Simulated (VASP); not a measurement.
# OBClH2 in VASP: reference runs

How does OBClH2 come out in PBE? The cell is run as given.

Everything below comes from runs of VASP 6.6.1. Logs are shortened: lines on timing, memory, paths and dates and some standing lists are left out, and cuts for length are marked.

### Step 1. The molecule as given

The cell holds a molecule in a box, 5 atoms: a = 12.000 Å, b = 12.000 Å, c = 11.000 Å, α = 90.00°, β = 90.00°, γ = 90.00°.

### Step 2. Single point, PBE

Input file INCAR:

```
PREC = Accurate
ENCUT = 520
EDIFF = 1E-7
ISMEAR = 0
SIGMA = 0.01
LREAL = F
LASPH = T
NELM = 80
ALGO = Normal
ISIF = 2
LWAVE = F
LCHARG = F
GGA = PE
NBANDS = 17
```

Input file KPOINTS:

```
Automatic mesh
0
Gamma
  1 1 1
```

Input file POSCAR:

```
BH2ClO
1.0
   12.0000000000      0.0000000000      0.0000000000
    0.0000000000     12.0000000000      0.0000000000
    0.0000000000      0.0000000000     11.0000000000
O B Cl H
1 1 1 2
Direct
    0.4397416700      0.4218291700      0.4928772700
    0.5432666700      0.4619458300      0.5056772700
    0.5774000000      0.5980458300      0.4572045500
    0.3885416700      0.4734791700      0.4558954500
    0.6136250000      0.4054541700      0.5502863600
```

Potentials or basis: VASP PAW PBE potentials, release 64 (O, B, Cl, H).

Launch:

```console
$ cat potpaw_PBE.64/O/POTCAR potpaw_PBE.64/B/POTCAR potpaw_PBE.64/Cl/POTCAR potpaw_PBE.64/H/POTCAR > POTCAR
$ mpirun -np 1 vasp_gam > vasp.out
```

OUTCAR:

```text
PREC = Accurate
   ENCUT = 520
   EDIFF = 1E-7
   ISMEAR = 0
   LREAL = F
   LASPH = T
   NELM = 80
   ISIF = 2
   GGA = PE

 ion  position               nearest neighbor table
   1  0.440  0.422  0.493-   4 0.96   2 1.34
   2  0.543  0.462  0.506-   5 1.19   1 1.34   3 1.77
   3  0.577  0.598  0.457-   2 1.77
   4  0.389  0.473  0.456-   1 0.96
   5  0.614  0.405  0.550-   2 1.19

  LATTYP: Found a simple tetragonal cell.
 ALAT       =    12.0000000000
 C/A-ratio  =     0.9166666667

  Lattice vectors:

 A1 = (  12.0000000000,   0.0000000000,   0.0000000000)
 A2 = (   0.0000000000,  12.0000000000,   0.0000000000)
 A3 = (   0.0000000000,   0.0000000000,  11.0000000000)

Analysis of symmetry for initial positions (statically):
=====================================================================
 Subroutine PRICEL returns:
 Original cell was already a primitive cell.

 Routine SETGRP: Setting up the symmetry group for a
 simple tetragonal supercell.

 Subroutine GETGRP returns: Found  1 space group operations
 (whereof  1 operations were pure point group operations)
 out of a pool of 16 trial point group operations.

The static configuration has the point symmetry C_1 .

Analysis of symmetry for dynamics (positions and initial velocities):
=====================================================================
 Subroutine PRICEL returns:
 Original cell was already a primitive cell.

 Routine SETGRP: Setting up the symmetry group for a
 simple tetragonal supercell.

 Subroutine GETGRP returns: Found  1 space group operations
 (whereof  1 operations were pure point group operations)
 out of a pool of 16 trial point group operations.

The dynamic configuration has the point symmetry C_1 .

 Subroutine INISYM returns: Found  1 space group operations
 (whereof  1 operations are pure point group operations),
 and found     1 'primitive' translations

----------------------------------------------------------------------------------------

                                     Primitive cell

  volume of cell :    1584.0000

  direct lattice vectors                    reciprocal lattice vectors
    12.000000000  0.000000000  0.000000000     0.083333333  0.000000000  0.000000000
[... 67 lines left out ...]
   NELM   =     80;   NELMIN=  2; NELMDL= -5     # of ELM steps
   EDIFF  = 0.1E-06   stopping-criterion for ELM
   LREAL  =      F    real-space projection
   EDIFFG = 0.1E-05   stopping-criterion for IOM
   NSW    =      0    number of steps for IOM
   IBRION =     -1    ionic relax: 0-MD 1-quasi-New 2-CG
   NFREE  =      0    steps in history (QN), initial steepest desc. (CG)
   ISIF   =      2    stress and relaxation
   ISYM   =      2    0-nonsym 1-usesym 2-fastsym
   POTIM  = 0.5000    time-step for ionic-motion
   TEBEG  =    0.0;   TEEND  =   0.0 temperature during run
   PSTRESS=    0.0 pullay stress
   NELECT =      18.0000    total number of electrons
   NUPDOWN=      -1.0000    fix difference up-down
   EMIN   =  10.00;   EMAX   =-10.00  energy-range for DOS
   EFERMI =   0.00;   METHOD = LEGACY
   ISMEAR =     0;   SIGMA  =   0.01  broadening in eV -4-tet -1-fermi 0-gaus
   EFERMI_NEDOS =   21; number of points for ismear=-14 and -15
   IALGO  =     38    algorithm
   IMIX   =      4    mixing-type and parameters
     AMIX     =   0.40;   BMIX     =  1.00
     AMIX_MAG =   1.60;   BMIX_MAG =  1.00
  volume/ion in A,a.u.               =     316.80      2137.87
  Fermi-wavevector in a.u.,A,eV,Ry     =   0.368056  0.695525  1.843117  0.135465
  Thomas-Fermi vector in A             =   1.293632
   LORBIT       =      0    0 simple, 1 ext, 2 COOP (PROOUT), +10 PAW based schemes
   GGA     = PE    functional components
   LHFCALC =     F    Hartree Fock is set to
   AEXX    =    0.0000 exact exchange contribution
   IVDW    =     0    specifies the selected vdW correction
   LEPSILON=     F    determine dielectric tensor
   LRPA    =     F    only Hartree local field effects (RPA)
 non-spin polarized calculation
 Gauss-broadening in eV      SIGMA  =   0.01
  energy-cutoff  :      520.00
  volume of cell :     1584.00
 maximum number of plane-waves:     21371
 NGX is ok and might be reduce to    90
   NGX = 45   NGY = 45   NGZ = 41

 number of electron      17.9999995 magnetization

 Free energy of the ion-electron system (eV)
  ---------------------------------------------------
  ext. energy  EPLUGINS =         0.00000000
  ---------------------------------------------------
  free energy    TOTEN  =       -24.86340090 eV

  energy without entropy =      -24.86340090  energy(sigma->0) =      -24.86340090

 E-fermi :  -7.4564     XC(G=0):  -0.6980

 val. band max:       -7.5310743749   @ k =   0.0000   0.0000   0.0000
 cond. band min:      -1.2824050121   @ k =   0.0000   0.0000   0.0000
 fundamental gap:      6.2486693628
 Fermi energy:        -7.4564352963

 k-point     1 :       0.0000    0.0000    0.0000
  band No.  band energies     occupation
      1     -26.3469      2.00000
      2     -20.7718      2.00000
      3     -14.4820      2.00000
      4     -11.5305      2.00000
      5     -10.4473      2.00000
      6      -9.5643      2.00000
[... 9 lines left out ...]
     16       0.9426      0.00000
     17       1.1135      0.00000

------------------------ aborting loop because EDIFF is reached ----------------------------------------

  FORCE on cell =-STRESS in cart. coord.  units (eV):
  Direction    XX          YY          ZZ          XY          YZ          ZX
  --------------------------------------------------------------------------------------
  -------------------------------------------------------------------------------------
  Total        0.9052480      0.5251453      0.0865706      0.0160203     -0.2313151      0.2544111
  in kB        0.9156362      0.5311716      0.0875640      0.0162041     -0.2339695      0.2573307
  external PRESSURE =       0.5114573 kB  Pullay stress =       0.0000000 kB

 VOLUME and BASIS-vectors are now :
 -----------------------------------------------------------------------------
  energy-cutoff  :      520.00
  volume of cell :     1584.00
      direct lattice vectors                 reciprocal lattice vectors
    12.000000000  0.000000000  0.000000000     0.083333333  0.000000000  0.000000000
     0.000000000 12.000000000  0.000000000     0.000000000  0.083333333  0.000000000
     0.000000000  0.000000000 11.000000000     0.000000000  0.000000000  0.090909091

 POSITION                                       TOTAL-FORCE (eV/Angst)
 -----------------------------------------------------------------------------------
      5.27690      5.06195      5.42165        -0.099218     -0.547401      0.189327
      6.51920      5.54335      5.56245         0.362019      0.141516      0.039778
      6.92880      7.17655      5.02925         0.053569      0.140219     -0.041151
      4.66250      5.68175      5.01485        -0.409798      0.350848     -0.246579
      7.36350      4.86545      6.05315         0.093428     -0.085182      0.058625
 -----------------------------------------------------------------------------------
    total drift:                                0.000385     -0.000296     -0.000291

  FREE ENERGIE OF THE ION-ELECTRON SYSTEM (eV)
  ---------------------------------------------------
  free  energy   TOTEN  =       -24.8634008964 eV

  energy  without entropy=      -24.8634008964  energy(sigma->0) =      -24.86340090
```

stdout:

```text
POSCAR found type information on POSCAR O B ClH
 POSCAR found :  4 types and       5 ions
 scaLAPACK will be used
 LDA part: xc-table for (Slater+PW92), standard interpolation
 POSCAR, INCAR and KPOINTS ok, starting setup
 FFT: planning ... GRIDC
 FFT: planning ... GRID_SOFT
 FFT: planning ... GRID
 WAVECAR not read
 entering main loop
```

It took 68 s on 1 thread of Intel Xeon 6975P-C (Granite Rapids), shared host; peak memory 1.2 GiB.

Results:

* Free energy: -24.8634 eV
* Largest force: 0.593 eV/Å
* Gap between the frontier levels: 6.25 eV

Forces in eV/Å, atoms in the order of the input:
```
O   -0.099 -0.547  0.189
B    0.362  0.142  0.040
Cl   0.054  0.140 -0.041
H   -0.410  0.351 -0.247
H    0.093 -0.085  0.059
```
